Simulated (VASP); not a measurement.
Crystal: Sn2GeO2.

```
CELL_PARAMETERS angstrom
3.10000 0.00000 0.00000
-1.55000 2.68468 0.00000
0.00000 0.00000 10.70000
ATOMIC_POSITIONS crystal
Sn 0.66667 0.33333 0.38000
Sn 0.33333 0.66667 0.62000
Ge 0.00000 0.00000 0.00000
O 0.66667 0.33333 0.91000
O 0.33333 0.66667 0.09000
```

The cell was built by a generator and needn't be a form met in nature.

| Property | Result |
| --- | --- |
| Program | VASP 6.6.1 |
| Task | relaxation of cell and atoms |
| Functional | PBE |
| Potentials or basis | VASP PAW PBE potentials, release 64 (Sn_d, Ge_d, O) |
| Cutoff | 520 eV |
| k mesh | 5 × 5 × 2 |
| Occupations | gaussian, width 0.15 eV |
| Spin | no spin polarisation |

At the start: pressure 1.6 GPa; volume 17.81 Å³/atom.

Q: Where does the relaxation end?

A: Over 19 steps the energy falls by 16.3 meV/atom and the volume is 19.48 Å³/atom (+9.4 %); space group P-3m1 (No. 164, to 0.05 Å).

The path:
```tsv
step	energy change (eV)	largest force (eV/Å)	pressure (GPa)	volume (Å³)
1	0.0000	0.5282	1.63	89.05
2	-0.0379	0.3928	-0.34	91.41
3	-0.0424	0.3525	-0.88	92.23
4	-0.0570	0.1351	0.70	91.77
5	-0.0571	0.1128	0.66	91.78
6	-0.0571	0.1078	0.60	91.80
7	-0.0615	0.1323	-0.30	92.62
8	-0.0615	0.1264	0.52	92.64
9	-0.0648	0.1335	0.01	93.49
10	-0.0650	0.1945	-1.46	94.28
11	-0.0651	0.1673	-0.37	93.79
12	-0.0651	0.1488	-0.55	93.97
13	-0.0682	0.1456	-0.35	94.03
14	-0.0733	0.1393	0.61	94.20
15	-0.0736	0.1176	0.73	94.26
16	-0.0756	0.1265	0.48	94.70
17	-0.0786	0.1057	0.23	95.60
18	-0.0808	0.0824	0.05	97.42
19	-0.0817	0.0476	-0.02	97.40
```

Final structure:
```xyz
5
Lattice="3.1177 0.0000 0.0000 -1.5588 2.7000 0.0000 0.0000 0.0000 11.5705" Properties=species:S:1:pos:R:3 pbc="T T T"
Sn    1.5588    0.9000    4.4727
Sn    0.0000    1.8000    7.0979
Ge    0.0000    0.0000    0.0000
O     1.5588    0.9000   10.6513
O     0.0000    1.8000    0.9192
```

Caveat: the k mesh is coarse (spacing up to 0.47 Å⁻¹), so the values aren't converged; the relaxation stopped at a loose force limit of 0.08 eV/Å, so its end isn't a converged minimum.
